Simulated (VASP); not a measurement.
# RbRe3 (Im-3m) in VASP: notebook

Aim: see how the results for RbRe3 move with the level of theory and the settings. Levels: PBE, PBEsol, PW91+D4. Tasks: relaxation of cell and atoms, relaxation of the atoms, single point.

Everything below comes from runs of VASP 6.6.1. Logs are shortened: lines on timing, memory, paths and dates and some standing lists are left out, and cuts for length are marked.

**1. The crystal as given**

Symmetry: Im-3m, No. 229, cubic system. The conventional cell has a = 5.893 Å, b = 5.893 Å, c = 5.893 Å, α = 90.00°, β = 90.00°, γ = 90.00°. Rb (site symmetry m-3m) is surrounded by 6 Re at 2.95 Å. Around Re (site symmetry 4/mmm) lie 2 Rb at 2.95 Å and 4 Re at 2.95 Å.

The cell was built by a generator and needn't be a form met in nature.

**2. Relaxation of cell and atoms, PBE**

The input, INCAR:

```
PREC = Accurate ; ENCUT = 600
EDIFF = 1E-6 ; ISMEAR = 1
SIGMA = 0.1 ; LREAL = F
LASPH = T ; NELM = 80
ALGO = Normal ; ISIF = 3
LWAVE = F ; LCHARG = F
GGA = PE ; IBRION = 2
NSW = 40 ; EDIFFG = -0.005
```

The input, KPOINTS:

```
Automatic mesh
0
Gamma
  7 7 7
```

The input, POSCAR:

```
RbRe3
1.0
   -2.9464220700      2.9464220700      2.9464220700
    2.9464220700     -2.9464220700      2.9464220700
    2.9464220700      2.9464220700     -2.9464220700
Rb Re
1 3
Direct
    0.0000000000      0.0000000000      0.0000000000
    0.0000000000      0.5000000000      0.5000000000
    0.5000000000      0.0000000000      0.5000000000
    0.5000000000      0.5000000000      0.0000000000
```

Potentials or basis: VASP PAW PBE potentials, release 64 (Rb_sv, Re).

Command:

```sh
> cat potpaw_PBE.64/Rb_sv/POTCAR potpaw_PBE.64/Re/POTCAR > POTCAR
> mpirun -np 1 vasp_std > vasp.out
```

OUTCAR:

```text
PREC = Accurate
   ENCUT = 600
   EDIFF = 1E-6
   ISMEAR = 1
   LREAL = F
   LASPH = T
   NELM = 80
   ISIF = 3
   GGA = PE
   IBRION = 2
   NSW = 40
   EDIFFG = -0.005

 ion  position               nearest neighbor table
   1  0.000  0.000  0.000-   2 2.95   3 2.95   4 2.95   2 2.95   3 2.95   4 2.95   2 4.17   3 4.17
                             2 4.17   3 4.17   4 4.17   3 4.17   4 4.17   2 4.17   3 4.17   2 4.17
   2  0.000  0.500  0.500-   1 2.95   3 2.95   4 2.95   1 2.95   4 2.95   3 2.95   1 4.17   1 4.17
                             1 4.17   1 4.17
   3  0.500  0.000  0.500-   1 2.95   2 2.95   4 2.95   4 2.95   1 2.95   2 2.95   1 4.17   1 4.17
                             1 4.17   1 4.17
   4  0.500  0.500  0.000-   1 2.95   2 2.95   3 2.95   3 2.95   2 2.95   1 2.95   1 4.17   1 4.17
                             1 4.17   1 4.17

  LATTYP: Found a body centered cubic cell.
 ALAT       =     5.8928441400

  Lattice vectors:

 A1 = (  -2.9464220700,   2.9464220700,   2.9464220700)
 A2 = (   2.9464220700,  -2.9464220700,   2.9464220700)
 A3 = (   2.9464220700,   2.9464220700,  -2.9464220700)

Analysis of symmetry for initial positions (statically):
=====================================================================
 Subroutine PRICEL returns:
 Original cell was already a primitive cell.

 Routine SETGRP: Setting up the symmetry group for a
 body centered cubic supercell.

 Subroutine GETGRP returns: Found 48 space group operations
 (whereof 48 operations were pure point group operations)
 out of a pool of 48 trial point group operations.

The static configuration has the point symmetry O_h .

Analysis of symmetry for dynamics (positions and initial velocities):
=====================================================================
 Subroutine PRICEL returns:
 Original cell was already a primitive cell.

 Routine SETGRP: Setting up the symmetry group for a
 body centered cubic supercell.

 Subroutine GETGRP returns: Found 48 space group operations
 (whereof 48 operations were pure point group operations)
 out of a pool of 48 trial point group operations.

The dynamic configuration has the point symmetry O_h .

 Subroutine INISYM returns: Found 48 space group operations
 (whereof 48 operations are pure point group operations),
 and found     1 'primitive' translations

----------------------------------------------------------------------------------------

                                     Primitive cell

  volume of cell :     102.3163

  direct lattice vectors                    reciprocal lattice vectors
    -2.946422070  2.946422070  2.946422070     0.000000000  0.169697344  0.169697344
     2.946422070 -2.946422070  2.946422070     0.169697344  0.000000000  0.169697344
     2.946422070  2.946422070 -2.946422070     0.169697344  0.169697344  0.000000000

  length of vectors
     5.103352726  5.103352726  5.103352726     0.239988286  0.239988286  0.239988286

  position of ions in fractional coordinates (direct lattice)
     0.000000000  0.000000000  0.000000000
     0.000000000  0.500000000  0.500000000
     0.500000000  0.000000000  0.500000000
     0.500000000  0.500000000  0.000000000

  ion indices of the primitive-cell ions
   primitive index   ion index
                 1           1
                 2           2
                 3           3
                 4           4

----------------------------------------------------------------------------------------

 KPOINTS: Automatic mesh

Automatic generation of k-mesh.
 Grid dimensions read from file:
 generate k-points for:    7    7    7

 Generating k-lattice:

  Cartesian coordinates                     Fractional coordinates (reciprocal lattice)
     0.000000000  0.024242478  0.024242478     0.142857143  0.000000000  0.000000000
     0.024242478  0.000000000  0.024242478     0.000000000  0.142857143  0.000000000
     0.024242478  0.024242478  0.000000000     0.000000000  0.000000000  0.142857143

  Length of vectors
     0.034284041  0.034284041  0.034284041

  Shift w.r.t. Gamma in fractional coordinates (k-lattice)
     0.000000000  0.000000000  0.000000000

 Subroutine IBZKPT returns following result:
 ===========================================

 Found     20 irreducible k-points:

 Following reciprocal coordinates:
            Coordinates               Weight
  0.000000  0.000000  0.000000      1.000000
  0.142857  0.000000  0.000000     12.000000
  0.285714  0.000000  0.000000     12.000000
  0.428571  0.000000  0.000000     12.000000
  0.142857  0.142857  0.000000     24.000000
  0.285714  0.142857 -0.000000     48.000000
[... 12 lines left out ...]
 -0.428571 -0.428571  0.285714      8.000000
 -0.428571  0.428571  0.428571      6.000000
   k-points           NKPTS =     20   k-points in BZ     NKDIM =     20   number of bands    NBANDS=     19
   number of dos      NEDOS =    301   number of ions     NIONS =      4
   total plane-waves  NPLWV =  74088
[... 51 lines left out ...]
 maximum number of plane-waves:      3463
 NGX is ok and might be reduce to    42
   NGX = 21   NGY = 21   NGZ = 21

--------------------------------------- Ionic step        1  -------------------------------------------

 number of electron      29.9999999 magnetization

 Free energy of the ion-electron system (eV)
  ---------------------------------------------------
  ext. energy  EPLUGINS =         0.00000000
  ---------------------------------------------------
  free energy    TOTEN  =       -24.78816697 eV

  energy without entropy =      -24.78658904  energy(sigma->0) =      -24.78764100

 E-fermi :   2.5062     XC(G=0): -10.4370

 val. band max:        2.5058050111   @ k =  -0.4286  -0.4286   0.1429
 cond. band min:       2.5069821579   @ k =   0.2857   0.2857   0.1429
 fundamental gap:      0.0011771468
 Fermi energy:         2.5061654774

 k-point     1 :       0.0000    0.0000    0.0000
  band No.  band energies     occupation
      1     -23.6494      2.00000
      2      -7.9502      2.00000
      3      -7.9502      2.00000
      4      -7.9502      2.00000
      5      -3.0305      2.00000
      6      -0.3184      2.00000
[... 11 lines left out ...]
     18       3.9665     -0.00000
     19       3.9665     -0.00000

 k-point     2 :       0.1429    0.0000    0.0000
  band No.  band energies     occupation
      1     -23.6458      2.00000
      2      -8.0271      2.00000
      3      -7.9924      2.00000
      4      -7.9631      2.00000
      5      -2.7641      2.00000
      6      -0.1857      2.00000
[... 610 lines left out ...]
 VOLUME and BASIS-vectors are now :
 -----------------------------------------------------------------------------
  energy-cutoff  :      600.00
  volume of cell :       77.49
      direct lattice vectors                 reciprocal lattice vectors
    -2.685769138  2.685769138  2.685769138     0.000000000  0.186166411  0.186166411
     2.685769138 -2.685769138  2.685769138     0.186166411  0.000000000  0.186166411
     2.685769138  2.685769138 -2.685769138     0.186166411  0.186166411  0.000000000

 POSITION                                       TOTAL-FORCE (eV/Angst)
 -----------------------------------------------------------------------------------
     -0.00000      0.00000      0.00000         0.000000     -0.000000      0.000000
      0.00000      2.68577      2.68577         0.000000     -0.000000     -0.000000
      2.68577      0.00000      2.68577         0.000000      0.000000      0.000000
      2.68577      2.68577      0.00000        -0.000000      0.000000     -0.000000
 -----------------------------------------------------------------------------------
    total drift:                                0.000000     -0.000000      0.000000

  FREE ENERGIE OF THE ION-ELECTRON SYSTEM (eV)
  ---------------------------------------------------
  free  energy   TOTEN  =       -26.7606958074 eV

  energy  without entropy=      -26.7531933836  energy(sigma->0) =      -26.75819500

--------------------------------------- Ionic step        7  -------------------------------------------

 number of electron      30.0000001 magnetization

 Free energy of the ion-electron system (eV)
  ---------------------------------------------------
  ext. energy  EPLUGINS =         0.00000000
  ---------------------------------------------------
  free energy    TOTEN  =       -26.76137025 eV

  energy without entropy =      -26.75372076  energy(sigma->0) =      -26.75882042

 E-fermi :   4.9232     XC(G=0): -11.8537

 val. band max:        4.9164667889   @ k =   0.2857   0.0000   0.0000
 cond. band min:       4.9311085443   @ k =   0.2857   0.1429  -0.0000
 fundamental gap:      0.0146417554
 Fermi energy:         4.9231785673

 k-point     1 :       0.0000    0.0000    0.0000
  band No.  band energies     occupation
      1     -22.2007      2.00000
      2      -6.4777      2.00000
      3      -6.4777      2.00000
      4      -6.4777      2.00000
      5      -1.8591      2.00000
      6       0.4146      2.00000
[... 11 lines left out ...]
     18       7.0765      0.00000
     19       7.0765      0.00000

 k-point     2 :       0.1429    0.0000    0.0000
  band No.  band energies     occupation
      1     -22.1860      2.00000
      2      -6.6662      2.00000
      3      -6.5857      2.00000
      4      -6.5134      2.00000
      5      -1.4884      2.00000
      6       0.6098      2.00000
[... 420 lines left out ...]
 VOLUME and BASIS-vectors are now :
 -----------------------------------------------------------------------------
  energy-cutoff  :      600.00
  volume of cell :       77.14
      direct lattice vectors                 reciprocal lattice vectors
    -2.681664928  2.681664928  2.681664928     0.000000000  0.186451333  0.186451333
     2.681664928 -2.681664928  2.681664928     0.186451333  0.000000000  0.186451333
     2.681664928  2.681664928 -2.681664928     0.186451333  0.186451333  0.000000000

 POSITION                                       TOTAL-FORCE (eV/Angst)
 -----------------------------------------------------------------------------------
     -0.00000      0.00000      0.00000         0.000000     -0.000000      0.000000
      2.68166      0.00000      0.00000        -0.000000     -0.000000     -0.000000
      0.00000      2.68166      0.00000        -0.000000      0.000000      0.000000
      0.00000      0.00000      2.68166         0.000000     -0.000000      0.000000
 -----------------------------------------------------------------------------------
    total drift:                               -0.000000      0.000000     -0.000000

  FREE ENERGIE OF THE ION-ELECTRON SYSTEM (eV)
  ---------------------------------------------------
  free  energy   TOTEN  =       -26.7613702534 eV

  energy  without entropy=      -26.7537207638  energy(sigma->0) =      -26.75882042

 reached required accuracy - stopping structural energy minimisation
```

Run time: 8.8 min. Hardware: 1 thread of Intel Xeon Platinum 8488C (Sapphire Rapids), shared host; peak memory 0.29 GiB.

What came out:

| Item | Value |
| --- | --- |
| Free energy | -26.7614 eV |
| Relaxed volume | 19.28 Å³/atom |
| Relaxed cell | a = 4.645 Å, b = 4.645 Å, c = 4.645 Å, α = 109.47°, β = 109.47°, γ = 109.47° |
| Space group after relaxing (to 0.05 Å) | Im-3m (No. 229) |
| Energy gained by relaxing | 493.3 meV/atom |
| Ionic steps | 7 |
| Pressure after relaxing | 0.0 GPa |
| Band gap on the k mesh | none (metal or under the smearing width) |

The path:
| step | energy change (eV) | largest force (eV/Å) | pressure (GPa) | volume (Å³) |
| --- | --- | --- | --- | --- |
| 1 | 0.0000 | 0.0000 | -18.74 | 102.32 |
| 2 | -0.6350 | 0.0000 | 39.49 | 64.09 |
| 3 | -1.9711 | 0.0000 | -1.06 | 77.76 |
| 4 | -1.9731 | 0.0000 | -0.28 | 77.30 |
| 5 | -1.9727 | 0.0000 | 0.52 | 76.85 |
| 6 | -1.9725 | 0.0000 | -0.59 | 77.49 |
| 7 | -1.9732 | 0.0000 | 0.00 | 77.14 |

Final structure:
```yaml
crystal:
  lattice:
    - [-2.68166, 2.68166, 2.68166]
    - [2.68166, -2.68166, 2.68166]
    - [2.68166, 2.68166, -2.68166]
  atoms:
    - { symbol: Rb, position: [0.00000, 0.00000, 0.00000] }
    - { symbol: Re, position: [0.00000, 0.50000, 0.50000] }
    - { symbol: Re, position: [0.50000, 0.00000, 0.50000] }
    - { symbol: Re, position: [0.50000, 0.50000, 0.00000] }
```

Caveat: the volume moved by over 15 % at a fixed basis, so the end points are rough.

**3. Relaxation of the atoms, PBEsol**

The input, INCAR:

```
SYSTEM = RbRe3
ALGO = Normal
EDIFF = 1E-7
EDIFFG = -0.01
ENCUT = 520
GGA = PS
IBRION = 2
ISIF = 2
ISMEAR = 1
LASPH = .True.
LCHARG = .False.
LREAL = .False.
LWAVE = .False.
NELM = 100
NSW = 60
PREC = Accurate
SIGMA = 0.1
```

The input, KPOINTS:

```
k-points
0
Gamma
  7 7 7
  0 0 0
```

POSCAR is that of step 2.

Potentials or basis: VASP PAW PBE potentials, release 64 (Rb_sv, Re).

Command:

```sh
> cat potpaw_PBE.64/Rb_sv/POTCAR potpaw_PBE.64/Re/POTCAR > POTCAR
> mpirun -np 1 vasp_std > vasp.out
```

It took 2.3 min on 1 thread of Intel Xeon Platinum 8488C (Sapphire Rapids), shared host; peak memory 0.25 GiB.

The run converged. Its results:

```
Free energy             : -26.8668 eV
Pressure after relaxing : -22.7 GPa
Band gap on the k mesh  : none (metal or under the smearing width)
```

Final structure:
```yaml
crystal:
  lattice:
    - [-2.94642, 2.94642, 2.94642]
    - [2.94642, -2.94642, 2.94642]
    - [2.94642, 2.94642, -2.94642]
  atoms:
    - { symbol: Rb, position: [0.00000, 0.00000, 0.00000] }
    - { symbol: Re, position: [0.00000, 0.50000, 0.50000] }
    - { symbol: Re, position: [0.50000, 0.00000, 0.50000] }
    - { symbol: Re, position: [0.50000, 0.50000, 0.00000] }
```

Levels at points of the mesh, in eV from the Fermi level:
```csv
k point,band 12,band 13,band 14,band 15,band 16,band 17,band 18,band 19
"(0.00, 0.00, 0.00)",-0.67,-0.67,0.50,0.50,0.50,1.45,1.45,1.45
```

Caveat: the relaxation stopped at its first step, so nothing moved; the PAW data sets were made with another functional, which shifts forces and pressure a little. Spin-orbit coupling is left out, which matters for the levels of Re.

**4. Single point, PW91+D4**

The input, run.py:

```python
from ase import Atoms
from ase.calculators.vasp import Vasp
from ase.dft.bandgap import bandgap

atoms = Atoms(
    ['Rb', 'Re', 'Re', 'Re'],
    cell=[[-2.94642207, 2.94642207, 2.94642207], [2.94642207, -2.94642207, 2.94642207], [2.94642207, 2.94642207, -2.94642207]],
    scaled_positions=[[0.0, 0.0, 0.0], [0.0, 0.5, 0.5], [0.5, 0.0, 0.5], [0.5, 0.5, 0.0]],
    pbc=True,
)
calc = Vasp(
    directory='calc',
    pp='PBE',
    setups='gw',
    prec='Accurate',
    encut=550,
    ediff=1e-06,
    ismear=0,
    sigma=0.05,
    lreal=False,
    lasph=True,
    nelm=60,
    algo='Fast',
    isif=2,
    lwave=False,
    lcharg=False,
    gga='91',
    ivdw=13,
    vdw_s6=1.0,
    vdw_s8=0.77283111,
    vdw_a1=0.39581542,
    vdw_a2=4.93405761,
    kpts=[7, 7, 7],
    gamma=True,
)
atoms.calc = calc

print('energy (eV):', atoms.get_potential_energy())
print('free energy (eV):', atoms.get_potential_energy(force_consistent=True))
print('forces (eV/A):')
print(atoms.get_forces())
print('stress (eV/A^3, Voigt):', atoms.get_stress())
print('Fermi level (eV):', calc.get_fermi_level())
gap, top, bottom = bandgap(calc)
print('band gap (eV):', gap, 'from (spin, k, band)', top, 'to', bottom)
```

Potentials or basis: VASP PAW PBE potentials, release 64 (Rb_sv_GW, Re_sv_GW).

Command:

```sh
> python run.py
```

Wall time 5.1 min (1 thread of Intel Xeon Platinum 8488C (Sapphire Rapids), shared host); peak memory 0.29 GiB.

It converged, with:

```
Free energy                : -32.9608 eV
Pressure                   : -20.8 GPa
Band gap on the k mesh     : none (metal or under the smearing width)
Dispersion energy per atom : -0.271 eV
```

Levels at points of the mesh, in eV from the Fermi level:
| k point | band 23 | band 24 | band 25 | band 26 | band 27 | band 28 | band 29 | band 30 | band 31 | band 32 |
| --- | --- | --- | --- | --- | --- | --- | --- | --- | --- | --- |
| (0.00, 0.00, 0.00) | -0.87 | -0.66 | -0.66 | 0.50 | 0.50 | 0.50 | 1.47 | 1.47 | 1.47 | 3.59 |

Caveat: so large a pressure means that the cell lies far from this level's equilibrium, or that cutoff or potentials fall short; the potentials were made for another functional, which shifts forces and pressure; pairwise dispersion overbinds metals, which lowers pressure and volume. The run has no spin-orbit coupling, so splittings on Re are missing.

**5. For comparison**

An earlier run on the cell as given: functional PBE; potentials or basis VASP PAW PBE potentials, release 64 (Rb_sv, Re); cutoff 520 eV; k mesh 7 × 7 × 7; occupations fermi-dirac, width 0.05 eV; no spin polarisation.

* Pressure: -18.7 GPa
* Band gap on the k mesh: none (metal or under the smearing width)

**6. Summary**

```csv
task,level,potentials or basis,cell,cutoff (eV),smearing,gap on the mesh (eV),pressure (GPa)
relaxation of cell and atoms,PBE,"VASP PAW PBE potentials, release 64 (Rb_sv, Re)",relaxed,600,methfessel-paxton 0.1 eV,none,0.0
relaxation of the atoms,PBEsol,"VASP PAW PBE potentials, release 64 (Rb_sv, Re)",atoms relaxed,520,methfessel-paxton 0.1 eV,none,-22.7
single point,PW91+D4,"VASP PAW PBE potentials, release 64 (Rb_sv_GW, Re_sv_GW)",as given,550,gaussian 0.05 eV,none,-20.8
single point,PBE,"VASP PAW PBE potentials, release 64 (Rb_sv, Re)",as given,520,fermi-dirac 0.05 eV,none,-18.7
```

Alike in all rows: no spin polarisation; k mesh 7 × 7 × 7.

Caveats: so large a pressure means that the cell lies far from this level's equilibrium, or that cutoff or potentials fall short (some runs); the volume moved by over 15 % at a fixed basis, so the end points are rough (some runs); the relaxation stopped at its first step, so nothing moved (some runs); the PAW data sets were made with another functional, which shifts forces and pressure a little (some runs); the potentials were made for another functional, which shifts forces and pressure (some runs); pairwise dispersion overbinds metals, which lowers pressure and volume (some runs).

Absolute energies hang on the potentials; compare differences alone.
